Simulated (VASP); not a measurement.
Input:

```
CELL_PARAMETERS angstrom
      1.62690    -2.81787     0.00000
      1.62690     2.81787     0.00000
      0.00000     0.00000     5.15100
ATOMIC_POSITIONS crystal
  Hf 0.33333 0.66667 0.25000
  Hf 0.66667 0.33333 0.75000
```

These are PBE GGA, VASP's PBE PAW potentials (set 64) (plane waves; VASP 6.6.1) values and carry that method's errors. Settings: 400 eV cut-off, 17×17×10 Γ-centred mesh, first-order Methfessel-Paxton smearing of 0.10 eV, potentials Hf_pv.

Task: Give the stress tensor in GPa (positive for a compressed cell).

Result: 
```
-4.96   0.00   0.00
 0.00  -4.96   0.00
 0.00   0.00  -5.32
```
The pressure is its mean diagonal, -5.08 GPa.

The compound is Hf in the hcp structure. The cell was not relaxed at this level. The run is one of a series of settings (KPOINTS 17×17×10 Γ-centred mesh against the base run), some of them coarse on purpose.
